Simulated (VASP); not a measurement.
A VASP calculation is set up with these files.

File KPOINTS:
```
Regular mesh
0
G
 12 12 7
0 0 0
```

POSCAR:
```
Mg
1
    1.6050000000    -2.7799420000     0.0000000000
    1.6050000000     2.7799420000     0.0000000000
    0.0000000000     0.0000000000     5.2100000000
Mg
2
Direct
  0.3333330000   0.6666670000   0.2500000000
  0.6666670000   0.3333330000   0.7500000000
```

**INCAR**
```
# general
SYSTEM=Mg
PREC  =Accurate
ENCUT =520
LREAL =.FALSE.
LASPH =.TRUE.

# electronic loop
EDIFF =1E-6
NELM  =100
ALGO  =Normal

# smearing
ISMEAR=1
SIGMA =0.1

# functional
GGA   =91

# ions
IBRION=2
NSW   =60
ISIF  =3
EDIFFG=-0.01

# output
LWAVE =.FALSE.
LCHARG=.FALSE.
```

POTCAR, in this order: Mg (PBE.64 set). Program: vasp_std.

### Question
Write an equivalent input for Quantum ESPRESSO's pw.x.

### Answer
One equivalent input (not run):
```
&CONTROL
  calculation = 'vc-relax'
  pseudo_dir = './pseudo'
  outdir = './out'
  tprnfor = .true.
  tstress = .true.
  nstep = 60
  forc_conv_thr = 0.00039
/
&SYSTEM
  ibrav = 0
  nat = 2
  ntyp = 1
  ecutwfc = 84
  occupations = 'smearing'
  smearing = 'methfessel-paxton'
  degauss = 0.00735
  input_dft = 'pw91'
/
&ELECTRONS
  conv_thr = 7.3e-08
  electron_maxstep = 100
/
&IONS
/
&CELL
/
ATOMIC_SPECIES
  Mg 24.305 Mg.upf
CELL_PARAMETERS angstrom
     1.6050000   -2.7799420    0.0000000
     1.6050000    2.7799420    0.0000000
     0.0000000    0.0000000    5.2100000
ATOMIC_POSITIONS crystal
  Mg   0.3333330  0.6666670  0.2500000
  Mg   0.6666670  0.3333330  0.7500000
K_POINTS automatic
  12 12 7 0 0 0
```
What does not carry over: the potentials are each code's own (VASP's PAW set, PseudoDojo norm-conserving files in pw.x), so ENCUT and ecutwfc are chosen apart and not converted; conv_thr bounds pw.x's estimated SCF error, while EDIFF bounds the energy change between steps; forc_conv_thr acts on force components and is met together with etot_conv_thr.

The compound is Mg in the hcp structure. This run relaxes it. Symmetry was kept, so distortions that lower it aren't found.
